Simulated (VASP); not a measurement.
Here is the system:

```
CELL_PARAMETERS angstrom
      4.86832    -8.43217     0.00000
      4.86832     8.43217     0.00000
      0.00000     0.00000    10.55628
ATOMIC_POSITIONS crystal
  Ga 0.21959 0.11438 0.25028
  Ga 0.11171 0.22395 0.99669
  Ga 0.22425 0.11248 0.75078
  Ga 0.10553 0.24048 0.49794
  Ga 0.21649 0.44241 0.25699
  Ga 0.11170 0.55478 0.99657
  Ga 0.22579 0.44626 0.73773
  Ga 0.10593 0.53179 0.49715
  Ga 0.21998 0.77320 0.25025
  Ga 0.11313 0.89000 0.00231
  Ga 0.22429 0.77840 0.75064
  Ga 0.11692 0.89193 0.50026
  Ga 0.55233 0.10995 0.25171
  Ga 0.44523 0.22480 0.00177
  Ga 0.55562 0.11135 0.75055
  Ga 0.43923 0.23031 0.50191
  Ga 0.55030 0.45055 0.25613
  Ga 0.44370 0.55531 0.99748
  Ga 0.56054 0.44850 0.74413
  Ga 0.55007 0.76704 0.25616
  Ga 0.44528 0.88749 0.00174
  Ga 0.56069 0.77907 0.74436
  Ga 0.43924 0.87597 0.50196
  Ga 0.88435 0.10905 0.24745
  Ga 0.77666 0.22183 0.99960
  Ga 0.89079 0.11317 0.75013
  Ga 0.76908 0.21805 0.49959
  Ga 0.88455 0.44309 0.24736
  Ga 0.77609 0.55550 0.00028
  Ga 0.89086 0.44444 0.74984
  Ga 0.78392 0.56241 0.50121
  Ga 0.88972 0.77863 0.24965
  Ga 0.77599 0.88750 0.00052
  Ga 0.89371 0.78023 0.75212
  Ga 0.78380 0.88852 0.50155
  N  0.21836 0.12098 0.43920
  N  0.10551 0.21943 0.18398
  N  0.22352 0.11164 0.93926
  N  0.11275 0.22150 0.68796
  N  0.10544 0.55406 0.18369
  N  0.22525 0.44611 0.92860
  N  0.11296 0.55791 0.68735
  N  0.21846 0.76453 0.43914
  N  0.11303 0.89036 0.19076
  N  0.22364 0.77892 0.93904
  N  0.11545 0.89102 0.68850
  N  0.54487 0.10595 0.44034
  N  0.44481 0.22675 0.19302
  N  0.55358 0.11030 0.93950
  N  0.44646 0.22488 0.68844
  N  0.54959 0.47720 0.45515
  N  0.43906 0.55319 0.18464
  N  0.55532 0.44552 0.93317
  N  0.46226 0.56470 0.64981
  N  0.54963 0.73964 0.45529
  N  0.44494 0.88557 0.19299
  N  0.55535 0.77671 0.93338
  N  0.44651 0.88857 0.68846
  N  0.87881 0.10691 0.43570
  N  0.77320 0.22038 0.18731
  N  0.88760 0.11036 0.93819
  N  0.77720 0.22199 0.68811
  N  0.87908 0.43899 0.43560
  N  0.77203 0.55507 0.19053
  N  0.88769 0.44421 0.93784
  N  0.78390 0.55909 0.68832
  N  0.89666 0.78194 0.43781
  N  0.77197 0.88445 0.19070
  N  0.89052 0.77872 0.94059
  N  0.78392 0.89165 0.68860
  C  0.49962 0.58334 0.51467
```
Cell charge -1.

Calculation: PBE GGA, VASP's PBE PAW potentials (set 64) (plane waves; VASP 6.6.1). Settings: PREC = Normal, LREAL = Auto, ISYM = 0, NELECT = 285.0, 400 eV cut-off, 1×1×1 Γ-centred mesh, Gaussian smearing of 0.050 eV, potentials Ga N C. Starting moments (MAGMOM): 71*0.0423. The cell's moment is fixed (NUPDOWN = 3).

At this cut-off the stress carries a Pulay error, which pulls relaxed volumes low. The cell is charged, with a uniform compensating background.  The supercell is sampled at Γ alone, which is coarse: total energies, pressure and levels can be off, energies of defects by several tenths of an eV.

Problem. Predict the cell moment, energy per atom (σ→0), pressure.

Solution. 
```yaml
cell_moment: 3.00 μB
energy per atom (σ→0): -5.913 eV/atom
pressure: -1.87 GPa
```

Problem. Give the moment on each site (PAW-sphere projection).

Solution. 
```json
[
 {"site": "Ga1", "moment (μB)": "0.01"},
 {"site": "Ga2", "moment (μB)": "0.02"},
 {"site": "Ga3", "moment (μB)": "0.02"},
 {"site": "Ga4", "moment (μB)": "0.09"},
 {"site": "Ga5", "moment (μB)": "0.25"},
 {"site": "Ga6", "moment (μB)": "0.02"},
 {"site": "Ga7", "moment (μB)": "0.06"},
 {"site": "Ga8", "moment (μB)": "0.09"},
 {"site": "Ga9", "moment (μB)": "0.01"},
 {"site": "Ga10", "moment (μB)": "0.01"},
 {"site": "Ga11", "moment (μB)": "0.02"},
 {"site": "Ga12", "moment (μB)": "0.00"},
 {"site": "Ga13", "moment (μB)": "0.01"},
 {"site": "Ga14", "moment (μB)": "0.01"},
 {"site": "Ga15", "moment (μB)": "0.01"},
 {"site": "Ga16", "moment (μB)": "0.03"},
 {"site": "Ga17", "moment (μB)": "0.02"},
 {"site": "Ga18", "moment (μB)": "0.02"},
 {"site": "Ga19", "moment (μB)": "0.03"},
 {"site": "Ga20", "moment (μB)": "0.02"},
 {"site": "Ga21", "moment (μB)": "0.01"},
 {"site": "Ga22", "moment (μB)": "0.03"},
 {"site": "Ga23", "moment (μB)": "0.03"},
 {"site": "Ga24", "moment (μB)": "0.01"},
 {"site": "Ga25", "moment (μB)": "0.01"},
 {"site": "Ga26", "moment (μB)": "0.01"},
 {"site": "Ga27", "moment (μB)": "0.01"},
 {"site": "Ga28", "moment (μB)": "0.01"},
 {"site": "Ga29", "moment (μB)": "0.01"},
 {"site": "Ga30", "moment (μB)": "0.01"},
 {"site": "Ga31", "moment (μB)": "0.04"},
 {"site": "Ga32", "moment (μB)": "0.01"},
 {"site": "Ga33", "moment (μB)": "0.01"},
 {"site": "Ga34", "moment (μB)": "0.01"},
 {"site": "Ga35", "moment (μB)": "0.04"},
 {"site": "N36", "moment (μB)": "0.01"},
 {"site": "N37", "moment (μB)": "0.05"},
 {"site": "N38", "moment (μB)": "0.01"},
 {"site": "N39", "moment (μB)": "0.06"},
 {"site": "N40", "moment (μB)": "0.05"},
 {"site": "N41", "moment (μB)": "0.02"},
 {"site": "N42", "moment (μB)": "0.05"},
 {"site": "N43", "moment (μB)": "0.01"},
 {"site": "N44", "moment (μB)": "0.01"},
 {"site": "N45", "moment (μB)": "0.01"},
 {"site": "N46", "moment (μB)": "0.01"},
 {"site": "N47", "moment (μB)": "0.01"},
 {"site": "N48", "moment (μB)": "0.02"},
 {"site": "N49", "moment (μB)": "0.01"},
 {"site": "N50", "moment (μB)": "0.01"},
 {"site": "N51", "moment (μB)": "0.02"},
 {"site": "N52", "moment (μB)": "0.06"},
 {"site": "N53", "moment (μB)": "0.02"},
 {"site": "N54", "moment (μB)": "0.02"},
 {"site": "N55", "moment (μB)": "0.02"},
 {"site": "N56", "moment (μB)": "0.02"},
 {"site": "N57", "moment (μB)": "0.02"},
 {"site": "N58", "moment (μB)": "0.01"},
 {"site": "N59", "moment (μB)": "0.04"},
 {"site": "N60", "moment (μB)": "0.01"},
 {"site": "N61", "moment (μB)": "0.01"},
 {"site": "N62", "moment (μB)": "0.01"},
 {"site": "N63", "moment (μB)": "0.04"},
 {"site": "N64", "moment (μB)": "0.01"},
 {"site": "N65", "moment (μB)": "0.01"},
 {"site": "N66", "moment (μB)": "0.02"},
 {"site": "N67", "moment (μB)": "0.02"},
 {"site": "N68", "moment (μB)": "0.01"},
 {"site": "N69", "moment (μB)": "0.01"},
 {"site": "N70", "moment (μB)": "0.02"},
 {"site": "C71", "moment (μB)": "0.35"}
]
```

Only differences to runs with the same potentials and settings are physical.

The cell is a supercell with a defect, built from GaN (wurtzite): C_Ga-vac_N, charge -1.
